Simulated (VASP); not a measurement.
Data:

```
CELL_PARAMETERS angstrom
      4.16680     0.00000     0.00000
     -2.08340     3.60855     0.00000
      0.00000     0.00000     6.71883
ATOMIC_POSITIONS crystal
  Mg 0.66667 0.33333 0.49825
  Mg 0.33333 0.66667 0.99825
  Se 0.66667 0.33333 0.87675
  Se 0.33333 0.66667 0.37675
```

Calculation: LDA (Ceperley-Alder, Perdew-Zunger) with spin-orbit coupling, VASP's LDA PAW potentials (set 64) (plane waves; VASP 6.6.1). Numerical set-up: 400 eV cut-off, 6×6×3 Γ-centred mesh, Gaussian smearing of 0.050 eV, potentials Mg Se.

Problem. Give the energies of bands 7 to 20 at the high-symmetry points, in eV from the valence-band maximum.

Solution. 
| band | Γ | M | K | A | L | H |
|---|---|---|---|---|---|---|
| 7 | -0.77 | -2.81 | -2.74 | -2.27 | -3.45 | -3.09 |
| 8 | -0.77 | -2.81 | -2.70 | -2.27 | -3.45 | -3.09 |
| 9 | -0.53 | -2.17 | -2.57 | -0.54 | -1.13 | -2.33 |
| 10 | -0.53 | -2.17 | -2.57 | -0.54 | -1.13 | -2.33 |
| 11 | -0.43 | -1.39 | -1.66 | -0.54 | -1.13 | -2.16 |
| 12 | -0.43 | -1.39 | -1.66 | -0.54 | -1.13 | -2.16 |
| 13 | -0.05 | -1.17 | -1.62 | -0.30 | -0.92 | -0.73 |
| 14 | -0.05 | -1.17 | -1.54 | -0.30 | -0.92 | -0.73 |
| 15 | 0.00 | -0.55 | -1.48 | -0.30 | -0.92 | -0.66 |
| 16 | 0.00 | -0.55 | -1.48 | -0.30 | -0.92 | -0.66 |
| 17 | 2.47 | 3.89 | 4.04 | 4.02 | 3.79 | 4.83 |
| 18 | 2.47 | 3.89 | 4.04 | 4.02 | 3.79 | 4.83 |
| 19 | 3.72 | 4.45 | 6.60 | 4.02 | 3.79 | 4.83 |
| 20 | 3.72 | 4.45 | 6.60 | 4.02 | 3.79 | 4.83 |

The gap is direct, 2.47 eV, from the valence maximum at Γ to the conduction minimum at Γ.

The structure comes from a computed database's MgSe entry (P6_3mc); how it stands against other phases isn't given here. It was relaxed first.
